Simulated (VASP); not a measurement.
Consider the following.

```
CELL_PARAMETERS angstrom
      0.00000     2.71741     2.71741
      2.71741     0.00000     2.71741
      2.71741     2.71741     0.00000
ATOMIC_POSITIONS crystal
  Zn 0.00000 0.00000 0.00000
  S  0.25000 0.25000 0.25000
```

Level of theory: optB88-vdW, VASP's PBE PAW potentials (set 64) (plane waves; VASP). Run with 520 eV cut-off, Gaussian smearing of 0.050 eV, potentials Zn S.

Question: What does the run give for the band gap (along the path) with the smallest direct gap where there is one?

Answer: 
| Property | Result |
|---|---|
| band gap (along the path) | 1.96 eV |
| smallest direct gap (along the path) | 1.96 eV |

The absolute energy has meaning only against runs of the same code, potentials and settings.

The compound is ZnS in the zinc blende structure. It was relaxed first.
